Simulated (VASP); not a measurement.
```
CELL_PARAMETERS angstrom
      0.00000     2.01500     2.01500
      2.01500     0.00000     2.01500
      2.01500     2.01500     0.00000
ATOMIC_POSITIONS crystal
  Li 0.00000 0.00000 0.00000
  F  0.50000 0.50000 0.50000
```

The base run (VASP): PBE GGA, plane waves, VASP's PBE PAW potentials (set 64). Numerical set-up: 520 eV cut-off, 10×10×10 Γ-centred mesh, Gaussian smearing of 0.050 eV, potentials Li_sv F.

One setting is varied; ΔE counts from the base run. The base run took about 20 core-seconds. Times come from single runs on busy shared machines, so they are rough: good to a factor of about 2.

```json
[
 {"setting": "AMIX = 0.6, BMIX = 1.0, IMIX = 4", "cost over the base run": "within a factor of 2", "electronic steps": "11", "ΔE (meV/atom)": "0.0"},
 {"setting": "AMIX = 0.2, BMIX = 0.0001, IMIX = 4", "cost over the base run": "within a factor of 2", "electronic steps": "12", "ΔE (meV/atom)": "0.0"},
 {"setting": "AMIX = 1.0, BMIX = 0.0001, IMIX = 4", "cost over the base run": "within a factor of 2", "electronic steps": "12", "ΔE (meV/atom)": "0.0"},
 {"setting": "base run", "cost over the base run": "reference", "electronic steps": "12", "ΔE (meV/atom)": "0.0"},
 {"setting": "AMIX = 0.05, BMIX = 1.0, IMIX = 4", "cost over the base run": "within a factor of 2", "electronic steps": "14", "ΔE (meV/atom)": "0.0"},
 {"setting": "AMIX = 0.2, BMIX = 3.0, IMIX = 1", "cost over the base run": "about 4 times", "electronic steps": "50", "ΔE (meV/atom)": "0.0"}
]
```

Left out are runs that failed, have no time on record or changed the cell.

The compound is LiF in the rock salt structure. The cell was not relaxed at this level.
